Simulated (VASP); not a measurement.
Runs of VASP 6.6.1 on PtS2. It takes space group P-3m1 (No. 164, trigonal). The conventional cell has a = 3.549 Å, b = 3.549 Å, c = 5.597 Å, α = 90.00°, β = 90.00°, γ = 120.00°. Around Pt (site symmetry -3m) lie 6 S at 2.39 Å. S (site symmetry 3m) has 3 Pt at 2.39 Å as nearest neighbours. The cell is a database's computed one.

```tsv
task	level	potentials or basis	cell	k mesh	cutoff (eV)	mesh quality	gap on the mesh (eV)	pressure (GPa)	relaxed volume (Å³/atom)
relaxation of cell and atoms	PBEsol	VASP PAW PBE potentials, release 64 (Pt, S)	relaxed	9 × 9 × 6	580	not flagged	0.37	0.0	(b)
relaxation of cell and atoms	PBEsol	VASP PAW PBE potentials, release 64 (Pt, S)	relaxed	9 × 9 × 6	600	not flagged	0.36	0.0	17.64
relaxation of cell and atoms	PBEsol	VASP PAW PBE potentials, release 64 (Pt, S)	relaxed	3 × 3 × 2	600	coarse	0.94	0.0	18.66
relaxation of cell and atoms	LDA	VASP PAW LDA potentials, release 64 (Pt, S)	relaxed	9 × 9 × 6	600	not flagged	none	0.0	16.64
relaxation of cell and atoms	PBEsol	VASP PAW PBE potentials, release 64 (Pt, S)	relaxed	9 × 9 × 6	300	not flagged	0.30	0.0	17.48
single point	PBEsol	VASP PAW PBE potentials, release 64 (Pt, S)	as given	9 × 9 × 6	520	not flagged	1.16	(a)	-
relaxation of cell and atoms	RPBE	VASP PAW PBE potentials, release 64 (Pt, S)	relaxed	9 × 9 × 6	600	not flagged	1.71	0.0	26.89
```

Alike in all rows: no spin polarisation; smearing gaussian 0.02 eV.

Question: Estimate the missing entries.

Answer: (a) -2.4; (b) 17.66.

Caveats: some runs use coarse meshes; the PAW data sets were made with another functional, which shifts forces and pressure a little (some runs); spin-orbit coupling is left out, which moves the levels of the heavy elements (some runs); an odd mesh through Γ misses points on the zone boundary, where band edges often lie (some runs); this functional lacks dispersion, which binds the layers, so the pressure and a relaxed spacing across them are unreliable (some runs); the volume moved by over 15 % at a fixed basis, so the end points are rough (some runs); the cutoff is under 1.25 times the usual one of these potentials, so pressure, stress and relaxed cells hold a basis-set (Pulay) error (some runs); this functional lacks dispersion, which binds the layers, so the pressure and a relaxed spacing across them are unreliable, and here the layers came unbound (some runs).

A k mesh can miss the band edges, and the runs leave out spin-orbit coupling on Pt.

A gap of «none» marks a metal or a gap under the smearing width.

Runs at the PBE level aren't shown here.
